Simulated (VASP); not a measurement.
Calculation: PBE GGA with D3 dispersion (Becke-Johnson damping), VASP's PBE PAW potentials (set 64) (plane waves; VASP).

VASP input:

**INCAR**
```
! general
SYSTEM =CuI
PREC   =Accurate
ENCUT  =520
LREAL  =.FALSE.   ! projection in real space or not
LASPH  =.TRUE.   ! aspherical one-centre terms

! electronic loop
EDIFF  =1E-7   ! SCF stop (eV)
NELM   =100   ! most electronic steps
ALGO   =Normal   ! blocked Davidson
LMAXMIX=4

! smearing
ISMEAR =0
SIGMA  =0.05

! functional
GGA    =PE   ! PBE
IVDW   =12   ! D3, Becke-Johnson

! ions
ISIF   =2

! output
LWAVE  =.FALSE.
LCHARG =.FALSE.
```

KPOINTS:
```
Automatic mesh
0
Gamma
8 8 8
0 0 0
```

File POSCAR:
```
CuI
1
    0.0000000000     3.0457259740     3.0457259740
    3.0457259740     0.0000000000     3.0457259740
    3.0457259740     3.0457259740     0.0000000000
Cu I
1 1
Direct
  0.0000000000   0.0000000000   0.0000000000
  0.2500000000   0.2500000000   0.2500000000
```

POTCAR, in this order: Cu I (PBE.64 set). Program: vasp_std.

Output of the run:

**OUTCAR**
```
 ion  position               nearest neighbor table
   1  0.000  0.000  0.000-   2 2.64   2 2.64   2 2.64   2 2.64
   2  0.250  0.250  0.250-   1 2.64   1 2.64   1 2.64   1 2.64
  LATTYP: Found a face centered cubic cell.
 ALAT       =     6.0914519480
 Subroutine PRICEL returns:
 Original cell was already a primitive cell.
 Subroutine GETGRP returns: Found 24 space group operations
The static configuration has the point symmetry T_d .
The dynamic configuration has the point symmetry T_d .
 Subroutine INISYM returns: Found 24 space group operations
 Subroutine IBZKPT returns following result:
 Found     29 irreducible k-points:

 Following reciprocal coordinates:
            Coordinates               Weight
  0.000000  0.000000  0.000000      1.000000
  0.125000  0.000000  0.000000      8.000000
  0.250000  0.000000  0.000000      8.000000
  0.375000  0.000000  0.000000      8.000000
  0.500000  0.000000  0.000000      4.000000
  0.125000  0.125000  0.000000      6.000000
  0.250000  0.125000  0.000000     24.000000
  0.375000  0.125000  0.000000     24.000000
  0.500000  0.125000  0.000000     24.000000
...
```

OSZICAR:
```
       N       E                     dE             d eps       ncg     rms          rms(c)
DAV:   1     0.107799997498E+03    0.10780E+03   -0.79390E+03   754   0.148E+03
DAV:   2     0.240471036206E+01   -0.10540E+03   -0.99004E+02   754   0.270E+02
DAV:   3    -0.550143482600E+01   -0.79061E+01   -0.77825E+01  1035   0.862E+01
DAV:   4    -0.576369210430E+01   -0.26226E+00   -0.26210E+00   931   0.135E+01
DAV:   5    -0.577166672447E+01   -0.79746E-02   -0.79745E-02  1111   0.236E+00    0.514E+00
DAV:   6    -0.569743992037E+01    0.74227E-01   -0.33662E+00   806   0.523E+01    0.332E+00
DAV:   7    -0.556242185086E+01    0.13502E+00   -0.75714E-01   824   0.310E+01    0.166E+00
DAV:   8    -0.556516056181E+01   -0.27387E-02   -0.47833E-02  1098   0.368E+00    0.478E-01
DAV:   9    -0.556225601497E+01    0.29045E-02   -0.14439E-02   936   0.376E+00    0.149E-01
DAV:  10    -0.556242005867E+01   -0.16404E-03   -0.70097E-04   899   0.251E-01    0.670E-02
DAV:  11    -0.556245339906E+01   -0.33340E-04   -0.40241E-04   947   0.610E-01    0.334E-02
DAV:  12    -0.556245138599E+01    0.20131E-05   -0.33573E-05  1181   0.113E-01    0.284E-02
DAV:  13    -0.556245006702E+01    0.13190E-05   -0.23892E-06  1151   0.365E-02    0.155E-02
DAV:  14    -0.556244956725E+01    0.49977E-06   -0.82349E-06  1027   0.901E-02    0.274E-03
DAV:  15    -0.556244994867E+01   -0.38142E-06   -0.12330E-06   844   0.984E-03    0.491E-03
DAV:  16    -0.556244988739E+01    0.61277E-07   -0.34736E-08   457   0.264E-03
   1 F= -.62358396E+01 E0= -.62358396E+01  d E =-.102663E-11
```

OUTCAR:
```
------------------------ aborting loop because EDIFF is reached ----------------------------------------
 Edisp (eV)   -0.67339
  FORCE on cell =-STRESS in cart. coord.  units (eV):
  Direction    XX          YY          ZZ          XY          YZ          ZX
  --------------------------------------------------------------------------------------
  Total      -0.83948    -0.83948    -0.83948     0.00000     0.00000     0.00000
  in kB     -23.80238   -23.80238   -23.80238     0.00000     0.00000     0.00000
  external pressure =      -23.80 kB  Pullay stress =        0.00 kB
  volume of cell :       56.51
      direct lattice vectors                 reciprocal lattice vectors
     0.000000000  3.045725974  3.045725974    -0.164164473  0.164164473  0.164164473
     3.045725974  0.000000000  3.045725974     0.164164473 -0.164164473  0.164164473
     3.045725974  3.045725974  0.000000000     0.164164473  0.164164473 -0.164164473
  FREE ENERGIE OF THE ION-ELECTRON SYSTEM (eV)
  ---------------------------------------------------
  free  energy   TOTEN  =        -6.2358396227 eV

  energy  without entropy=       -6.2358396227  energy(sigma->0) =       -6.23583962
```
(Selected blocks of OUTCAR.)

OUTCAR:
```
 val. band max:        4.2800138259   @ k =   0.0000   0.0000   0.0000

 cond. band min:       5.3869156186   @ k =   0.0000   0.0000   0.0000


 Fermi energy:         4.4973660920

 k-point     1 :       0.0000    0.0000    0.0000
  band No.  band energies     occupation
      1      -9.6576      2.00000
      2       0.7037      2.00000
      3       0.7037      2.00000
      4       0.7037      2.00000
      5       2.4861      2.00000
      6       2.4861      2.00000
      7       4.2800      2.00000
      8       4.2800      2.00000
      9       4.2800      2.00000
     10       5.3869      0.00000
     11       9.1664      0.00000
     12       9.1664      0.00000
     13       9.1664      0.00000

 k-point     2 :       0.1250    0.0000    0.0000
  band No.  band energies     occupation
      1      -9.5876      2.00000
      2       0.4087      2.00000
      3       0.7088      2.00000
      4       0.7088      2.00000
      5       2.4802      2.00000
      6       2.4802      2.00000
      7       3.6771      2.00000
      8       4.1685      2.00000
      9       4.1685      2.00000
     10       6.0747      0.00000
     11       9.0678      0.00000
     12       9.3789      0.00000
     13       9.3789      0.00000

 k-point     3 :       0.2500    0.0000    0.0000
  band No.  band energies     occupation
      1      -9.4087      2.00000
      2      -0.2853      2.00000
      3       0.7181      2.00000
      4       0.7181      2.00000
      5       2.4774      2.00000
      6       2.4774      2.00000
      7       3.0451      2.00000
      8       3.9220      2.00000
      9       3.9220      2.00000
     10       6.5292      0.00000
     11       9.7088      0.00000
     12       9.7088      0.00000
     13       9.7251      0.00000

 k-point     4 :       0.3750    0.0000    0.0000
  band No.  band energies     occupation
      1      -9.2130      2.00000
      2      -0.9486      2.00000
      3       0.7228      2.00000
...
```

Unless said otherwise, spin-orbit coupling is left out, though it shifts the bands of the heavy elements here.

The compound is CuI in the zinc blende structure. This cell is one point of a volume scan, at 1.06 of the reference volume.
